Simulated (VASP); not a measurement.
Method: optB88-vdW, VASP's PBE PAW potentials (set 64) (plane waves; VASP 6.6.1).

A VASP calculation is set up with these files.

File KPOINTS:
```
Automatic mesh
0
Gamma
12 12 1
0 0 0
```

POSCAR:
```
MoS2 bilayer
1
    3.1918625985     0.0000000000     0.0000000000
   -1.5959312992     2.7642338115     0.0000000000
    0.0000000000     0.0000000000    25.6308089096
Mo S
2 4
Direct
  0.6666670000   0.3333330000   0.3785710000
  0.3333330000   0.6666670000   0.6214290000
  0.3333330000   0.6666670000   0.4412280000
  0.3333330000   0.6666670000   0.3159130000
  0.6666670000   0.3333330000   0.6840870000
  0.6666670000   0.3333330000   0.5587720000
```

### INCAR
```
AGGAC=0.0
ALGO=Normal
EDIFF=1E-5
EDIFFG=-0.03
ENCUT=400
GGA=BO
IBRION=2
ISIF=4
ISMEAR=0
LASPH=.TRUE.
LCHARG=.FALSE.
LMAXMIX=4
LREAL=.FALSE.
LUSE_VDW=.TRUE.
LWAVE=.TRUE.
NELM=100
NELMIN=4
NSW=50
PARAM1=0.1833333333
PARAM2=0.22
PREC=Normal
SIGMA=0.05
SYSTEM=MoS2 bilayer
```

POTCAR, in this order: Mo_sv S (PBE.64 set). Program: vasp_std.

The resulting files:

**OUTCAR**
```
 ion  position               nearest neighbor table
   1  0.667  0.333  0.379-   3 2.44   3 2.44   3 2.44   4 2.44   4 2.44   4 2.44
   2  0.333  0.667  0.621-   6 2.44   6 2.44   6 2.44   5 2.44   5 2.44   5 2.44
   3  0.333  0.667  0.441-   1 2.44   1 2.44   1 2.44
   4  0.333  0.667  0.316-   1 2.44   1 2.44   1 2.44
   5  0.667  0.333  0.684-   2 2.44   2 2.44   2 2.44
   6  0.667  0.333  0.559-   2 2.44   2 2.44   2 2.44
  LATTYP: Found a hexagonal cell.
 ALAT       =     3.1918625985
 C/A-ratio  =     8.0300476974
 Subroutine PRICEL returns:
 Original cell was already a primitive cell.
 Subroutine GETGRP returns: Found 12 space group operations
The static configuration has the point symmetry D_3d.
The dynamic configuration has the point symmetry D_3d.
 Subroutine INISYM returns: Found 12 space group operations
 Subroutine IBZKPT returns following result:
 Found     19 irreducible k-points:

 Following reciprocal coordinates:
            Coordinates               Weight
  0.000000  0.000000  0.000000      1.000000
  0.083333  0.000000  0.000000      6.000000
  0.166667  0.000000  0.000000      6.000000
  0.250000  0.000000  0.000000      6.000000
  0.333333  0.000000  0.000000      6.000000
  0.416667  0.000000  0.000000      6.000000
  0.500000  0.000000  0.000000      3.000000
  0.083333  0.083333  0.000000      6.000000
  0.166667  0.083333  0.000000     12.000000
  0.250000  0.083333  0.000000     12.000000
  0.333333  0.083333  0.000000     12.000000
  0.416667  0.083333  0.000000     12.000000
  0.166667  0.166667  0.000000      6.000000
  0.250000  0.166667  0.000000     12.000000
  0.333333  0.166667  0.000000     12.000000
  0.416667  0.166667  0.000000      6.000000
  0.250000  0.250000  0.000000      6.000000
  0.333333  0.250000  0.000000     12.000000
  0.333333  0.333333  0.000000      2.000000
...
```

OSZICAR:
```
...
DAV:  17    -0.310405705898E+02   -0.97076E-04   -0.24732E-05  1133   0.246E-02    0.106E-02
DAV:  18    -0.310406228482E+02   -0.52258E-04   -0.36765E-05  1184   0.216E-02    0.428E-03
DAV:  19    -0.310406085613E+02    0.14287E-04   -0.38552E-06   994   0.114E-02    0.157E-03
DAV:  20    -0.310405671965E+02    0.41365E-04   -0.46684E-06  1017   0.109E-02    0.257E-03
DAV:  21    -0.310405354922E+02    0.31704E-04   -0.39102E-06   988   0.126E-02    0.231E-03
DAV:  22    -0.310405190221E+02    0.16470E-04   -0.80987E-06   984   0.233E-02    0.566E-04
DAV:  23    -0.310405202304E+02   -0.12083E-05   -0.67660E-06   953   0.223E-02
   1 F= -.31040520E+02 E0= -.31040520E+02  d E =-.310405E+02
       N       E                     dE             d eps       ncg     rms          rms(c)
DAV:   1    -0.311865850038E+02   -0.14607E+00   -0.76983E+00  1178   0.179E+01    0.258E+00
DAV:   2    -0.311054365889E+02    0.81148E-01   -0.73393E-01  1427   0.418E+00    0.140E+00
DAV:   3    -0.310851777966E+02    0.20259E-01   -0.20731E-01  1510   0.249E+00    0.122E+00
DAV:   4    -0.310751187840E+02    0.10059E-01   -0.20913E-02  1518   0.768E-01    0.674E-01
DAV:   5    -0.310726305798E+02    0.24882E-02   -0.14001E-02  1478   0.560E-01    0.183E-01
DAV:   6    -0.310732460105E+02   -0.61543E-03   -0.94204E-04  1356   0.174E-01    0.137E-01
DAV:   7    -0.310732756639E+02   -0.29653E-04   -0.41981E-04  1238   0.105E-01    0.460E-02
DAV:   8    -0.310737169572E+02   -0.44129E-03   -0.26124E-04  1167   0.791E-02    0.139E-02
DAV:   9    -0.310739038785E+02   -0.18692E-03   -0.92724E-05  1154   0.490E-02    0.107E-02
DAV:  10    -0.310743440084E+02   -0.44013E-03   -0.31810E-04  1173   0.468E-02    0.112E-02
DAV:  11    -0.310744130449E+02   -0.69037E-04   -0.42442E-05  1099   0.265E-02    0.928E-03
DAV:  12    -0.310745161684E+02   -0.10312E-03   -0.12711E-04  1093   0.436E-02    0.233E-03
DAV:  13    -0.310745581062E+02   -0.41938E-04   -0.15041E-05   913   0.251E-02    0.254E-03
DAV:  14    -0.310746084759E+02   -0.50370E-04   -0.11707E-05  1027   0.271E-02    0.192E-03
DAV:  15    -0.310746260735E+02   -0.17598E-04   -0.88411E-06   833   0.229E-02    0.803E-04
DAV:  16    -0.310746779529E+02   -0.51879E-04   -0.54940E-06   861   0.190E-02    0.105E-03
DAV:  17    -0.310746815485E+02   -0.35956E-05   -0.17444E-06   758   0.123E-02
   2 F= -.31074682E+02 E0= -.31074682E+02  d E =-.341613E-01
       N       E                     dE             d eps       ncg     rms          rms(c)
DAV:   1    -0.310923578994E+02   -0.17680E-01   -0.66178E-01  1178   0.528E+00    0.733E-01
DAV:   2    -0.310847356298E+02    0.76223E-02   -0.71806E-02  1429   0.130E+00    0.494E-01
DAV:   3    -0.310825492237E+02    0.21864E-02   -0.16006E-02  1488   0.682E-01    0.310E-01
DAV:   4    -0.310818825098E+02    0.66671E-03   -0.21189E-03  1424   0.240E-01    0.195E-01
DAV:   5    -0.310816628244E+02    0.21969E-03   -0.89656E-04  1435   0.153E-01    0.582E-02
DAV:   6    -0.310816631587E+02   -0.33424E-06   -0.10165E-04  1422   0.528E-02    0.390E-02
DAV:   7    -0.310816793753E+02   -0.16217E-04   -0.25108E-05  1112   0.237E-02    0.958E-03
DAV:   8    -0.310817184237E+02   -0.39048E-04   -0.59833E-06   829   0.182E-02    0.360E-03
DAV:   9    -0.310817569554E+02   -0.38532E-04   -0.48244E-06   832   0.121E-02    0.347E-03
DAV:  10    -0.310818349856E+02   -0.78030E-04   -0.82473E-06   962   0.126E-02    0.255E-03
DAV:  11    -0.310818733343E+02   -0.38349E-04   -0.47813E-06   890   0.103E-02    0.151E-03
DAV:  12    -0.310818936995E+02   -0.20365E-04   -0.39724E-06   867   0.142E-02    0.825E-04
DAV:  13    -0.310818931715E+02    0.52803E-06   -0.28916E-06   775   0.145E-02
   3 F= -.31081893E+02 E0= -.31081893E+02  d E =-.413729E-01
       N       E                     dE             d eps       ncg     rms          rms(c)
DAV:   1    -0.310912458776E+02   -0.93522E-02   -0.44762E-01  1178   0.404E+00    0.734E-01
DAV:   2    -0.310865381909E+02    0.47077E-02   -0.34268E-02  1262   0.106E+00    0.377E-01
DAV:   3    -0.310854989514E+02    0.10392E-02   -0.28217E-03  1451   0.330E-01    0.151E-01
DAV:   4    -0.310851466771E+02    0.35227E-03   -0.15437E-03  1354   0.201E-01    0.955E-02
DAV:   5    -0.310851761444E+02   -0.29467E-04   -0.12245E-04  1471   0.591E-02    0.246E-02
DAV:   6    -0.310851847282E+02   -0.85839E-05   -0.44712E-05  1245   0.335E-02
   4 F= -.31085185E+02 E0= -.31085185E+02  d E =-.329156E-02
       N       E                     dE             d eps       ncg     rms          rms(c)
DAV:   1    -0.311249045613E+02   -0.39728E-01   -0.27924E+00  1178   0.101E+01    0.190E+00
DAV:   2    -0.310975095801E+02    0.27395E-01   -0.21706E-01  1270   0.266E+00    0.964E-01
DAV:   3    -0.310907244073E+02    0.67852E-02   -0.18077E-02  1436   0.834E-01    0.387E-01
DAV:   4    -0.310880888005E+02    0.26356E-02   -0.95592E-03  1347   0.483E-01    0.257E-01
DAV:   5    -0.310879702039E+02    0.11860E-03   -0.79809E-04  1480   0.134E-01    0.610E-02
DAV:   6    -0.310879230881E+02    0.47116E-04   -0.28561E-04  1514   0.865E-02    0.425E-02
DAV:   7    -0.310878936292E+02    0.29459E-04   -0.10031E-04  1373   0.510E-02    0.211E-02
DAV:   8    -0.310879299826E+02   -0.36353E-04   -0.24414E-05  1203   0.383E-02    0.123E-02
DAV:   9    -0.310879512417E+02   -0.21259E-04   -0.90301E-06   925   0.169E-02    0.526E-03
DAV:  10    -0.310880291306E+02   -0.77889E-04   -0.10250E-05   949   0.172E-02    0.444E-03
DAV:  11    -0.310881636550E+02   -0.13452E-03   -0.23918E-05   991   0.216E-02    0.435E-03
DAV:  12    -0.310882061113E+02   -0.42456E-04   -0.77012E-06   942   0.138E-02    0.219E-03
DAV:  13    -0.310882070462E+02   -0.93493E-06   -0.30618E-06   768   0.138E-02
   5 F= -.31088207E+02 E0= -.31088207E+02  d E =-.631387E-02
       N       E                     dE             d eps       ncg     rms          rms(c)
DAV:   1    -0.310892259267E+02   -0.10198E-02   -0.69379E-02  1178   0.159E+00    0.282E-01
DAV:   2    -0.310884224577E+02    0.80347E-03   -0.52915E-03  1262   0.415E-01    0.147E-01
DAV:   3    -0.310882353901E+02    0.18707E-03   -0.42850E-04  1409   0.130E-01    0.591E-02
DAV:   4    -0.310882075616E+02    0.27828E-04   -0.25723E-04  1291   0.879E-02    0.358E-02
DAV:   5    -0.310881889969E+02    0.18565E-04   -0.29026E-05   908   0.309E-02    0.113E-02
DAV:   6    -0.310881606881E+02    0.28309E-04   -0.25690E-05   824   0.291E-02    0.526E-03
DAV:   7    -0.310881639739E+02   -0.32858E-05   -0.15151E-05   815   0.235E-02
   6 F= -.31088164E+02 E0= -.31088164E+02  d E =-.627080E-02
       N       E                     dE             d eps       ncg     rms          rms(c)
DAV:   1    -0.310878146920E+02    0.34600E-03   -0.23308E-01  1178   0.369E+00    0.261E-01
DAV:   2    -0.310880440583E+02   -0.22937E-03   -0.85073E-03  1461   0.620E-01    0.100E-01
DAV:   3    -0.310879834790E+02    0.60579E-04   -0.41038E-04  1504   0.134E-01    0.572E-02
DAV:   4    -0.310879995387E+02   -0.16060E-04   -0.13442E-04  1437   0.659E-02    0.305E-02
DAV:   5    -0.310879820113E+02    0.17527E-04   -0.59545E-05  1109   0.521E-02    0.116E-02
DAV:   6    -0.310879959444E+02   -0.13933E-04   -0.79620E-06   972   0.216E-02    0.597E-03
DAV:   7    -0.310880058323E+02   -0.98880E-05   -0.37904E-06   852   0.145E-02
   7 F= -.31088006E+02 E0= -.31088006E+02  d E =0.158142E-03
       N       E                     dE             d eps       ncg     rms          rms(c)
DAV:   1    -0.310882787543E+02   -0.28281E-03   -0.79832E-02  1178   0.216E+00    0.151E-01
DAV:   2    -0.310884054055E+02   -0.12665E-03   -0.29557E-03  1447   0.365E-01    0.584E-02
DAV:   3    -0.310883427582E+02    0.62647E-04   -0.14686E-04  1538   0.835E-02    0.334E-02
DAV:   4    -0.310883642978E+02   -0.21540E-04   -0.41356E-05  1278   0.354E-02    0.178E-02
DAV:   5    -0.310883702519E+02   -0.59541E-05   -0.14970E-05   903   0.248E-02
   8 F= -.31088370E+02 E0= -.31088370E+02  d E =-.206278E-03
```

OUTCAR:
```
------------------------ aborting loop because EDIFF is reached ----------------------------------------
  FORCE on cell =-STRESS in cart. coord.  units (eV):
  Direction    XX          YY          ZZ          XY          YZ          ZX
  --------------------------------------------------------------------------------------
  Total       -0.1862558     -0.1862558     -0.2048057     -0.0000000     -0.0000000      0.0000000
  in kB       -1.3195905     -1.3195902     -1.4510131     -0.0000000     -0.0000000      0.0000000
  external PRESSURE =      -1.3633979 kB  Pullay stress =       0.0000000 kB
  volume of cell :      226.14
      direct lattice vectors                 reciprocal lattice vectors
     3.190992782 -0.000000000  0.000000000     0.313382094  0.180931253 -0.000000000
    -1.595496391  2.763480552 -0.000000000     0.000000000  0.361862507 -0.000000000
     0.000000000  0.000000000 25.644783735    -0.000000000  0.000000000  0.038994285
 POSITION                                       TOTAL-FORCE (eV/Angst)
 -----------------------------------------------------------------------------------
      1.59550      0.92116      9.70530         0.000000     -0.000000      0.002164
     -0.00000      1.84232     15.93949         0.000000      0.000000     -0.002164
     -0.00000      1.84232     11.27589        -0.000000     -0.000000     -0.002687
     -0.00000      1.84232      8.13677        -0.000000     -0.000000     -0.011117
      1.59550      0.92116     17.50801        -0.000000      0.000000      0.011117
      1.59550      0.92116     14.36889        -0.000000      0.000000      0.002687
 -----------------------------------------------------------------------------------
    total drift:                                0.000000     -0.000000      0.000000
  FREE ENERGIE OF THE ION-ELECTRON SYSTEM (eV)
  ---------------------------------------------------
  free  energy   TOTEN  =       -31.0883702519 eV

  energy  without entropy=      -31.0883702519  energy(sigma->0) =      -31.08837025

 reached required accuracy - stopping structural energy minimisation
```
(Selected blocks of OUTCAR.)

CONTCAR:
```
MoS2 bilayer
   1.00000000000000
     3.1909927824122089   -0.0000000000023652    0.0000000000000000
    -1.5954963911581665    2.7634805520340651   -0.0000000000000000
     0.0000000000000000    0.0000000000000000   25.6447837351312344
  Mo              S
     2     4
Direct
     0.6666669999999968    0.3333330000000032    0.3784510429104556
     0.3333330000000032    0.6666669999999968    0.6215489570895444
     0.3333330000000032    0.6666669999999968    0.4396953771108023
     0.3333330000000032    0.6666669999999968    0.3172875036551083
     0.6666669999999968    0.3333330000000032    0.6827124963448917
     0.6666669999999968    0.3333330000000032    0.5603046228891977
```

The cell is a sheet with vacuum, built from MoS2 (2H layered).
